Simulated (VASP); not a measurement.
An input for Quantum ESPRESSO's pw.x (written as the equivalent of a VASP run, and not itself run):

```
&CONTROL
  calculation = 'scf'
  pseudo_dir = './pseudo'
  outdir = './out'
  tprnfor = .true.
  tstress = .true.
/
&SYSTEM
  ibrav = 0
  nat = 10
  ntyp = 3
  ecutwfc = 84
  occupations = 'smearing'
  smearing = 'gaussian'
  degauss = 0.000735
  input_dft = 'pbesol'
/
&ELECTRONS
  conv_thr = 7.3e-08
  electron_maxstep = 100
/
ATOMIC_SPECIES
  Zn 65.380 Zn.upf
  Sn 118.710 Sn.upf
  O 15.999 O.upf
CELL_PARAMETERS angstrom
     2.7257430    1.5737090    4.8306230
    -2.7257430    1.5737090    4.8306230
     0.0000000   -3.1474180    4.8306230
ATOMIC_POSITIONS crystal
  Zn   0.2840700  0.2840700  0.2840700
  Zn   0.7840700  0.7840700  0.7840700
  Sn   0.0018400  0.0018400  0.0018400
  Sn   0.5018400  0.5018400  0.5018400
  O    0.8927700  0.2128100  0.6071000
  O    0.6071000  0.8927700  0.2128100
  O    0.2128100  0.6071000  0.8927700
  O    0.1071000  0.7128100  0.3927700
  O    0.7128100  0.3927700  0.1071000
  O    0.3927700  0.1071000  0.7128100
K_POINTS automatic
  6 6 6 1 1 1
HUBBARD {ortho-atomic}
U Zn-3d 8
```

Translate this input to VASP (INCAR, KPOINTS, POSCAR, choice of POTCAR).

This is not unique; one that fits is 
### POSCAR
```
ZnSnO3
1.0
  2.7257430000   1.5737090000   4.8306230000
 -2.7257430000   1.5737090000   4.8306230000
  0.0000000000  -3.1474180000   4.8306230000
Zn Sn O
2 2 6
Direct
  0.2840700000   0.2840700000   0.2840700000
  0.7840700000   0.7840700000   0.7840700000
  0.0018400000   0.0018400000   0.0018400000
  0.5018400000   0.5018400000   0.5018400000
  0.8927700000   0.2128100000   0.6071000000
  0.6071000000   0.8927700000   0.2128100000
  0.2128100000   0.6071000000   0.8927700000
  0.1071000000   0.7128100000   0.3927700000
  0.7128100000   0.3927700000   0.1071000000
  0.3927700000   0.1071000000   0.7128100000
```

INCAR:
```
SYSTEM  =  ZnSnO3
PREC  =  Accurate; ENCUT  =  400; LREAL  =  .FALSE.
LASPH  =  .TRUE.
EDIFF  =  1E-6; NELM  =  100; ALGO  =  Normal
LMAXMIX  =  4
ISMEAR  =  0; SIGMA  =  0.01
GGA  =  PS
LDAUL  =  2 -1 -1
LDAUU  =  8.0 0 0
LDAUJ  =  0 0 0
LDAU  =  .TRUE.; LDAUTYPE  =  2
ISIF  =  2
LWAVE  =  .FALSE.; LCHARG  =  .FALSE.
```

**KPOINTS**
```
kpoints
0
Gamma
6 6 6
0.5 0.5 0.5
```

POTCAR, in this order: Zn Sn_d O (PBE.64 set). Program: vasp_std.

The two are equivalent in intent, not identical: the potentials are each code's own (VASP's PAW set, PseudoDojo norm-conserving files in pw.x), so ENCUT and ecutwfc are chosen apart and not converted; conv_thr bounds pw.x's estimated SCF error, while EDIFF bounds the energy change between steps; the +U projectors differ (PAW spheres against orthogonalised atomic orbitals), so the same U acts differently.

The structure comes from a computed database's ZnSnO3 entry; how it stands against other phases isn't given here. The cell was not relaxed at this level. The run is one of a series of settings (LDAU = .TRUE., LDAUJ = 0 0 0, LDAUL = 2 -1 -1, LDAUTYPE = 2, LDAUU = 8.0 0 0 against the base run), some of them coarse on purpose.
